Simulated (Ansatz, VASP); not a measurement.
**Sr2Br in VASP and in Ansatz**

```xyz
3
Lattice="5.7174 0.0000 0.0000 -2.8587 4.9514 0.0000 0.0000 0.0000 4.0780" Properties=species:S:1:pos:R:3 pbc="T T T"
Sr    0.0000    3.3009    0.0000
Sr    2.8587    1.6505    0.0000
Br    0.0000    0.0000    0.0000
```

Alike in both runs: task relaxation of cell and atoms; functional PBE; k mesh 6 × 6 × 4; occupations gaussian, width 0.1 eV; no spin polarisation.

|  | VASP | Ansatz |
| --- | --- | --- |
| version | VASP 6.6.1 | Ansatz 0.2.0 |
| potentials or method | VASP PAW PBE potentials, release 64 (Sr_sv, Br) | scalar-relativistic, plane waves, PAW |
| plane-wave cutoff (eV) | 600 | 420 |
| valence electrons in the cell | 27 | 27 |

Ansatz gave:

```
gap on the k mesh at the Fermi level, each at its own relaxed structure (eV) : none
relaxed volume (Å³/atom)                                                     : 48.32
relaxed cell length with the largest relative difference (Å)                 : 6.410
energy change over the relaxation (meV/atom)                                 : -153
```

**Question.** Estimate VASP's values.

**Answer.** gap on the k mesh at the Fermi level, each at its own relaxed structure (eV): none; relaxed volume (Å³/atom): 49.08; relaxed cell length with the largest relative difference (Å): 6.449; energy change over the relaxation (meV/atom): -156.

A gap of «none» marks a metal or a gap that the smearing closes.

Caveats: the k mesh is coarse (spacing up to 0.39 Å⁻¹), so the values aren't converged; the volume moved by over 15 % at a fixed basis, so the end points are rough (VASP); an odd number of electrons without spin polarisation forces a metal; a magnetic or distorted state may lie lower.
